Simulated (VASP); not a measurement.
Runs of VASP 6.6.1 on RuSe. The structure is cubic, space group Pm-3m (No. 221). Conventional cell: a = 3.188 Å, b = 3.188 Å, c = 3.188 Å, α = 90.00°, β = 90.00°, γ = 90.00°. Around Ru (site symmetry m-3m) lie 8 Se at 2.76 Å. Se (site symmetry m-3m) has 8 Ru at 2.76 Å as nearest neighbours. The cell comes from a database or a generator and needn't be the stable form of this composition.

```tsv
spin	U	fixed moment (μB)	gap on the mesh (eV)	pressure (GPa)	moment (μB)
collinear, zero start	Ru d U = 3 eV	-	none	-16.1	0.00
collinear, ferromagnetic start	Ru d U = 7 eV	-	none	(b)	1.86
collinear, ferromagnetic start	Ru d U = 3 eV	-	none	-13.1	1.41
collinear, ferromagnetic start	Ru d U = 3 eV	0	-	-16.1	0.00
off	Ru d U = 7 eV	-	none	(a)	-
collinear, random start	Ru d U = 3 eV	-	none	-16.1	0.01
collinear, ferromagnetic start	Ru d U = 7 eV	0	-	-16.1	0.00
```

Alike in all rows: task single point; level PBEsol+U; potentials or basis VASP PAW PBE potentials, release 64 (Ru_pv, Se); cell as given; k mesh 6 × 6 × 6; cutoff (eV) 520; smearing gaussian 0.05 eV.

Fill in the values left out.

(a) -15.9; (b) -1.0.

Caveats: the PAW data sets were made with another functional, which shifts forces and pressure a little; the total moment is fixed, so each spin has its own Fermi level (some runs); U without spin polarisation on a metal has little footing (some runs).

A k mesh can miss the band edges, and the runs leave out spin-orbit coupling on Ru, Se.

A gap of «none» marks a metal or a gap under the smearing width.

Runs at the PBE level aren't shown here.
